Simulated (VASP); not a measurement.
**HfRh3: Rh into a neighbouring Rh vacancy**

Wanted: the minimum-energy path in HfRh3 for this move: Rh into a neighbouring Rh vacancy. The start is a cell from a database of measured crystal structures.

Main program and level: VASP 6.6.1; PBEsol; plane waves and PAW (Hf, Rh).

This is a report of a sequence of runs, with most program output left out.

**1. The host crystal**

The structure is cubic, space group Pm-3m (No. 221). Conventional cell: a = 3.911 Å, b = 3.911 Å, c = 3.911 Å, α = 90.00°, β = 90.00°, γ = 90.00°. Nearest to Hf lie 12 Rh at 2.77 Å. Rh has 8 Rh at 2.77 Å and 4 Hf at 2.77 Å nearest. Farther neighbours are not listed.

**2. Relax the host**

First cell and atoms are relaxed at a raised cutoff, so that later runs start from this functional's own cell.

The input, INCAR:

```
SYSTEM = HfRh3
PREC = Accurate
ENCUT = 350
EDIFF = 1E-06
NELM = 120
ISMEAR = 0
SIGMA = 0.1
LREAL = .FALSE.
ALGO = Normal
GGA = PS
NBANDS = 21
LORBIT = 11
LWAVE = .FALSE.
LCHARG = .FALSE.
KPAR = 3
IBRION = 2
NSW = 40
ISIF = 3
EDIFFG = -0.02
POTIM = 0.4
```

The input, POSCAR:

```
HfRh3
1.0
    3.9110000000      0.0000000000      0.0000000000
    0.0000000000      3.9110000000      0.0000000000
    0.0000000000      0.0000000000      3.9110000000
Hf Rh
1 3
Direct
    0.0000000000      0.0000000000      0.0000000000
    0.5000000000      0.5000000000      0.0000000000
    0.5000000000      0.0000000000      0.5000000000
    0.0000000000      0.5000000000      0.5000000000
```

The input, KPOINTS:

```
Automatic mesh
0
Gamma
5 5 5
0 0 0
```

Potentials, in the order of the species: Hf and Rh (PBE family, release 64).

The run is started by

```
> mpirun -np 3 vasp_std
```

Run time: 8.8 s. Hardware: 3 MPI ranks of AMD EPYC 7R43, shared host; peak memory 0.32 GiB.

This run has no spin polarisation. Its electron count is odd, so without a moment it is a metal by construction. The k-mesh is coarse for a metal. The PAW data sets were made with PBE, which is usual practice but a small mismatch for other functionals. The data set Hf keeps the semicore shell frozen, which is cheaper and a little less accurate. The run keeps the 48 symmetry operations of its start, so it cannot find a distortion of lower symmetry.

Relaxation path:

```csv
step,energy less that of the first step (eV),largest force (eV/Å),pressure (GPa),volume (Å³)
1,0.0000,0.0000,-5.82,59.82
2,0.0489,0.0000,11.11,56.14
3,-0.0265,0.0000,-0.06,58.41
```

```csv
"conventional cell, symmetrised",before,after,change
a (Å),3.911,3.880,-0.8 %
b (Å),3.911,3.880,-0.8 %
c (Å),3.911,3.880,-0.8 %
volume (Å³/atom),14.96,14.60,-2.4 %
```

The relaxed structure:

```
Hf Rh
1.0
     3.88004    0.00000    0.00000
     0.00000    3.88004    0.00000
     0.00000    0.00000    3.88004
Hf Rh
1 3
Direct
  0.00000 0.00000 0.00000
  0.50000 0.50000 0.00000
  0.50000 0.00000 0.50000
  0.00000 0.50000 0.50000
```

Numbers from this step:

- electronic cycles: 32
- electrons: 31
- free energy (TOTEN): -38.10 eV
- energy at zero smearing: -38.09 eV
- Fermi energy: 9.859 eV
- labelled metallic, from the levels on this mesh: yes

The run ended after 3 ionic steps, 0.027 eV below its first step, once forces and stress met EDIFFG = -0.02.

**3. Relax the start**

System of this step: Hf4Rh11. The cell holds 15 atoms: 4 Hf and 11 Rh. Its edges and angles: a = 6.720 Å, b = 6.720 Å, c = 6.720 Å, α = 109.5°, β = 109.5°, γ = 109.5°. It derives from HfRh3. Nearest the centre at fractional (0.250, 0.375, 0.375): Rh8 at 1.37 Å, Rh12 at 2.35 Å, Hf1 at 2.36 Å, Rh15 at 2.37 Å, Hf4 at 2.38 Å, Rh5 at 3.06 Å, Rh6 at 3.07 Å, Rh10 at 3.07 Å.

A path needs two true minima; the start is relaxed with symmetry off.

The input, INCAR:

```
SYSTEM = Hf4Rh11
PREC = Normal
ENCUT = 280
EDIFF = 1E-05
NELM = 120
ISMEAR = 1
SIGMA = 0.15
LREAL = Auto
ALGO = Fast
GGA = PS
NBANDS = 72
LORBIT = 11
LWAVE = .FALSE.
LCHARG = .FALSE.
KPAR = 3
IBRION = 2
NSW = 60
ISIF = 2
EDIFFG = -0.05
POTIM = 0.4
MAXMIX = 40
ISYM = 0
```

The input, POSCAR:

```
Hf4Rh11
1.0
   -3.8800429746      3.8800429746      3.8800429746
    3.8800429746     -3.8800429746      3.8800429746
    3.8800429746      3.8800429746     -3.8800429746
Hf Rh
4 11
Direct
    0.0029691816      0.0017423036      0.0030082201
    0.5034838028      0.4977918217     -0.0010252499
    0.5024373197     -0.0004442756      0.5001138257
    0.0014822909      0.5021671035      0.5008313174
    0.7483375719      0.7468593817      0.4976820771
    0.7493486293      0.2507896548      0.0016457764
    0.2493581255      0.7480057791     -0.0026780649
    0.2559298006      0.5018843127      0.2526248702
    0.7446810245     -0.0074378933      0.2381440083
    0.7511107220      0.4994719943      0.7494625126
    0.2461608008      0.0044850888      0.7525922857
    0.5033756491      0.2569737243      0.2569315588
   -0.0038159640      0.7491068614      0.2444276866
   -0.0049241174      0.2485200871      0.7471177176
    0.4973118298      0.7495610522      0.7473794226
```

The input, KPOINTS:

```
Automatic mesh
0
Gamma
3 3 3
0 0 0
```

The run is started by

```
> mpirun -np 3 vasp_std
```

Wall time 3.9 min (3 MPI ranks); peak memory 0.54 GiB; 12 min of CPU time.

The steps of the relaxation:

```csv
step,energy less that of the first step (eV),largest force (eV/Å)
1,0.0000,0.7820
2,-0.0760,0.4592
3,-0.1057,0.2480
4,-0.1188,0.1548
5,-0.1224,0.1072
6,-0.1226,0.1128
7,-0.1275,0.0772
8,-0.1291,0.1074
9,-0.1320,0.1102
10,-0.1322,0.1168
11,-0.1335,0.0981
12,-0.1336,0.0776
13,-0.1341,0.0644
14,-0.1341,0.0398
```

The atoms that moved most (Å):

```csv
atom,dx,dy,dz,length
Hf3,0.062,-0.069,-0.004,0.093
Rh9,0.052,0.060,-0.018,0.081
Hf2,-0.030,-0.075,-0.005,0.081
Hf4,-0.060,0.049,-0.009,0.078
Hf1,0.042,0.031,-0.004,0.053
Rh13,0.033,0.029,-0.025,0.051
Rh11,-0.047,-0.007,-0.014,0.049
Rh15,-0.028,0.014,0.028,0.041
```

The relaxed structure:

```cif
data_structure
_symmetry_space_group_name_H-M 'P 1'
_symmetry_Int_Tables_number 1
_cell_length_a 6.7204
_cell_length_b 6.7204
_cell_length_c 6.7204
_cell_angle_alpha 109.471
_cell_angle_beta 109.471
_cell_angle_gamma 109.471
_cell_volume 233.65
loop_
_atom_site_label
_atom_site_type_symbol
_atom_site_fract_x
_atom_site_fract_y
_atom_site_fract_z
_atom_site_occupancy
Hf1 Hf 0.00647 0.00665 0.01249 1
Hf2 Hf 0.49313 0.49326 0.98545 1
Hf3 Hf 0.49304 0.00709 0.49919 1
Hf4 Hf 0.00666 0.49322 0.49939 1
Rh5 Rh 0.74979 0.75002 0.49955 1
Rh6 Rh 0.74998 0.25000 0.99988 1
Rh7 Rh 0.24995 0.74988 0.99977 1
Rh8 Rh 0.25645 0.50338 0.25267 1
Rh9 Rh 0.75009 0.99693 0.25252 1
Rh10 Rh 0.74951 0.50272 0.74568 1
Rh11 Rh 0.24346 0.99669 0.74567 1
Rh12 Rh 0.50277 0.25653 0.25220 1
Rh13 Rh 0.99665 0.75012 0.25243 1
Rh14 Rh 0.99668 0.24342 0.74583 1
Rh15 Rh 0.50263 0.74958 0.74557 1
```

This step gave:

* electronic cycles: 91
* electrons: 115
* free energy (TOTEN): -141.3555 eV
* energy at zero smearing: -141.3417 eV
* Fermi energy: 9.137 eV

The run ended after 14 ionic steps, 0.134 eV below its first step, once the forces on the free atoms met EDIFFG = -0.05.

**4. Relax the end**

The end state is relaxed in the same way, so that both ends share their errors.

INCAR is that of step 3.

The input, POSCAR:

```
Hf4Rh11
1.0
   -3.8800429746      3.8800429746      3.8800429746
    3.8800429746     -3.8800429746      3.8800429746
    3.8800429746      3.8800429746     -3.8800429746
Hf Rh
4 11
Direct
   -0.0012131449     -0.0010587734      0.0003378036
    0.5031237161      0.5023571810      0.0038270582
    0.5005933240     -0.0034011743      0.4997768634
   -0.0004054600      0.5046227009      0.4995035447
    0.7459726004      0.7491392803      0.4967299013
    0.7481716780      0.2476080527      0.0008425000
    0.2493114378      0.7459430278     -0.0023396352
    0.2477080980      0.2463575616      0.5025644694
    0.7523894584     -0.0001111811      0.2538119039
    0.7525919567      0.4985635003      0.7498490461
    0.2452912017     -0.0015101255      0.7514192301
    0.5008492062      0.2517147054      0.2485674413
   -0.0072834562      0.7474187651      0.2462958751
    0.0001018588      0.2506276881      0.7540297339
    0.5023555870      0.7512045112      0.7511456697
```

KPOINTS is that of step 3.

The run is started by

```
> mpirun -np 3 vasp_std
```

It took 3.1 min on 3 MPI ranks; peak memory 0.54 GiB; 9.2 min of CPU time.

Relaxation path:

```csv
step,energy less that of the first step (eV),largest force (eV/Å)
1,0.0000,0.6638
2,-0.0903,0.3253
3,-0.1130,0.2081
4,-0.1131,0.2104
5,-0.1222,0.1673
6,-0.1293,0.1075
7,-0.1296,0.1370
8,-0.1347,0.0870
9,-0.1365,0.0943
10,-0.1389,0.0390
```

The atoms that moved most (Å):

```csv
atom,dx,dy,dz,length
Hf2,0.040,-0.016,-0.064,0.077
Hf4,-0.065,0.026,0.020,0.072
Hf1,0.047,0.000,0.052,0.070
Hf3,-0.031,-0.011,-0.044,0.055
Rh5,0.002,0.049,-0.025,0.055
Rh8,-0.004,0.004,0.051,0.052
Rh12,0.031,0.032,-0.022,0.050
Rh6,0.001,-0.023,0.035,0.042
```

Final coordinates:

```xyz
15
Lattice="-3.8800 3.8800 3.8800 3.8800 -3.8800 3.8800 3.8800 3.8800 -3.8800" Properties=species:S:1:pos:R:3 pbc="T T T"
Hf    0.0486    0.0003    0.0419
Hf    0.0514    0.0021    3.8224
Hf   -0.0478    3.8838   -0.0541
Hf    3.8329    0.0041    0.0381
Rh    1.9413    1.9642    3.8487
Rh   -1.9380    1.9223    3.8959
Rh    1.9423   -1.9611    3.8479
Rh    1.9411    1.9595    0.0182
Rh   -1.9409    3.8802    1.9348
Rh    1.9417    3.8819    1.9336
Rh    1.9423    3.8801   -1.9444
Rh    0.0284    1.9636    1.9339
Rh    3.8569   -1.9556    1.9328
Rh    3.9065    1.9189   -1.9477
Rh    3.8579    1.9611    1.9324
```

Numbers from this step:

```
electronic cycles       : 72
free energy (TOTEN)     : -141.3540 eV
energy at zero smearing : -141.3409 eV
Fermi energy            : 9.135 eV
```

The run ended after 10 ionic steps, 0.139 eV below its first step, once the forces on the free atoms met EDIFFG = -0.05.

**5. Nudged elastic band**

Images on a straight line between the ends relax across the path, while springs keep them spaced along it.

The input, INCAR:

```
SYSTEM = Hf4Rh11
PREC = Normal
ENCUT = 280
EDIFF = 1E-05
NELM = 120
ISMEAR = 1
SIGMA = 0.15
LREAL = Auto
ALGO = Fast
GGA = PS
NBANDS = 72
LWAVE = .FALSE.
LCHARG = .FALSE.
IMAGES = 3
SPRING = -5
IBRION = 1
POTIM = 0.3
NSW = 60
EDIFFG = -0.05
ISYM = 0
ISIF = 0
```

The input, POSCAR:

```
Hf4Rh11
1.0
   -3.8800429746      3.8800429746      3.8800429746
    3.8800429746     -3.8800429746      3.8800429746
    3.8800429746      3.8800429746     -3.8800429746
Hf Rh
4 11
Direct
    0.0064693224      0.0066452664      0.0124850299
    0.4931255436      0.4932623235      0.9854482918
    0.4930362216      0.0070922249      0.4991904576
    0.0066563645      0.4932235838      0.4993852867
    0.7497887278      0.7500155742      0.4995486927
    0.7499845292      0.2499961413      0.9998751989
    0.2499504055      0.7498827548      0.9997659259
    0.2564486941      0.5033772123      0.2526676465
    0.7500858857      0.9969264616      0.2525187693
    0.7495065434      0.5027181851      0.7456769052
    0.2434572773      0.9966873100      0.7456688332
    0.5027747012      0.2565313585      0.2522025321
    0.9966526741      0.7501196428      0.2524266670
    0.9966830550      0.2434186139      0.7458268468
    0.5026267217      0.7495803431      0.7455708807
```

KPOINTS is that of step 4.

The input, 00/POSCAR:

```
Hf4Rh11
1.0
   -3.8800429746      3.8800429746      3.8800429746
    3.8800429746     -3.8800429746      3.8800429746
    3.8800429746      3.8800429746     -3.8800429746
Hf Rh
4 11
Direct
    0.0064693224      0.0066452664      0.0124850299
    0.4931255436      0.4932623235      0.9854482918
    0.4930362216      0.0070922249      0.4991904576
    0.0066563645      0.4932235838      0.4993852867
    0.7497887278      0.7500155742      0.4995486927
    0.7499845292      0.2499961413      0.9998751989
    0.2499504055      0.7498827548      0.9997659259
    0.2564486941      0.5033772123      0.2526676465
    0.7500858857      0.9969264616      0.2525187693
    0.7495065434      0.5027181851      0.7456769052
    0.2434572773      0.9966873100      0.7456688332
    0.5027747012      0.2565313585      0.2522025321
    0.9966526741      0.7501196428      0.2524266670
    0.9966830550      0.2434186139      0.7458268468
    0.5026267217      0.7495803431      0.7455708807
```

The input, 01/POSCAR:

```
Hf4Rh11
1.0
   -3.8800429746      3.8800429746      3.8800429746
    3.8800429746     -3.8800429746      3.8800429746
    3.8800429746      3.8800429746     -3.8800429746
Hf Rh
4 11
Direct
    0.0062094684      0.0078996310      0.0109401070
    0.4930529150      0.4947443706      0.9908084026
    0.4931571699      0.0020365793      0.4979734590
    0.0063493598      0.4946253663      0.4981518422
    0.7496088651      0.7490415812      0.5004802910
    0.7499284201      0.2505710818      0.9993997177
    0.2482494202      0.7489508788      0.9992202680
    0.2560496436      0.4406546948      0.3151612857
    0.7498985664      0.9974974433      0.2518648278
    0.7494835175      0.5018853147      0.7468734223
    0.2449537254      0.9974494152      0.7468267750
    0.5026416476      0.2556147800      0.2533255993
    0.9967522284      0.7491113479      0.2505726407
    0.9965841650      0.2456678827      0.7470409250
    0.5024054035      0.7487263095      0.7466442612
```

The input, 02/POSCAR:

```
Hf4Rh11
1.0
   -3.8800429746      3.8800429746      3.8800429746
    3.8800429746     -3.8800429746      3.8800429746
    3.8800429746      3.8800429746     -3.8800429746
Hf Rh
4 11
Direct
    0.0059496144      0.0091539957      0.0093951841
    0.4929802863      0.4962264176      0.9961685135
    0.4932781182     -0.0030190663      0.4967564604
    0.0060423551      0.4960271488      0.4969183978
    0.7494290024      0.7480675881      0.5014118892
    0.7498723110      0.2511460222      0.9989242366
    0.2465484350      0.7480190029      0.9986746102
    0.2556505930      0.3779321774      0.3776549248
    0.7497112470      0.9980684250      0.2512108863
    0.7494604917      0.5010524443      0.7480699394
    0.2464501734      0.9982115204      0.7479847169
    0.5025085940      0.2546982016      0.2544486665
    0.9968517828      0.7481030530      0.2487186144
    0.9964852750      0.2479171514      0.7482550033
    0.5021840853      0.7478722760      0.7477176416
```

The input, 03/POSCAR:

```
Hf4Rh11
1.0
   -3.8800429746      3.8800429746      3.8800429746
    3.8800429746     -3.8800429746      3.8800429746
    3.8800429746      3.8800429746     -3.8800429746
Hf Rh
4 11
Direct
    0.0056897604      0.0104083604      0.0078502612
    0.4929076576      0.4977084646      1.0015286244
    0.4933990664     -0.0080747118      0.4955394619
    0.0057353504      0.4974289312      0.4956849533
    0.7492491396      0.7470935951      0.5023434874
    0.7498162018      0.2517209627      0.9984487554
    0.2448474498      0.7470871270      0.9981289524
    0.2552515425      0.3152096600      0.4401485640
    0.7495239277      0.9986394067      0.2505569448
    0.7494374658      0.5002195739      0.7492664564
    0.2479466215      0.9989736256      0.7491426588
    0.5023755404      0.2537816231      0.2555717337
    0.9969513371      0.7470947582      0.2468645880
    0.9963863851      0.2501664202      0.7494690816
    0.5019627672      0.7470182424      0.7487910221
```

The input, 04/POSCAR:

```
Hf4Rh11
1.0
   -3.8800429746      3.8800429746      3.8800429746
    3.8800429746     -3.8800429746      3.8800429746
    3.8800429746      3.8800429746     -3.8800429746
Hf Rh
4 11
Direct
    0.0054299064      0.0116627250      0.0063053383
    0.4928350290      0.4991905117      1.0068887352
    0.4935200147     -0.0131303574      0.4943224633
    0.0054283457      0.4988307137      0.4944515088
    0.7490692769      0.7461196020      0.5032750857
    0.7497600927      0.2522959032      0.9979732742
    0.2431464645      0.7461552510      0.9975832945
    0.2548524920      0.2524871425      0.5026422032
    0.7493366083      0.9992103884      0.2499030033
    0.7494144399      0.4993867035      0.7504629735
    0.2494430696      0.9997357308      0.7503006006
    0.5022424868      0.2528650446      0.2566948009
    0.9970508914      0.7460864633      0.2450105617
    0.9962874951      0.2524156890      0.7506831598
    0.5017414490      0.7461642088      0.7498644026
```

The run is started by

```
> mpirun -np 3 vasp_std
```

Elapsed: 32 min, on 3 MPI ranks; peak memory 0.5 GiB.

The band used up its steps before its forces met the threshold, so no barrier is taken from it.

**6. Summary of results**

```
result : none
```

In words: The session ends without its result: «nudged elastic band» used up its steps.

[Lines on the potential files, build, host, timing and source positions are cut from VASP's logs without a mark.]

[Logs are printed without paths, hosts, clocks, repeated set-up lines and the standing remarks that a program may print on its own settings, such as how far it seeks lower states.]

[Hosts, paths, dates, database ids (printed as entryN), source tags and the programs' standing remarks are cut or masked in the printed files.]

[Runs that stopped without an error message from VASP are left out.]
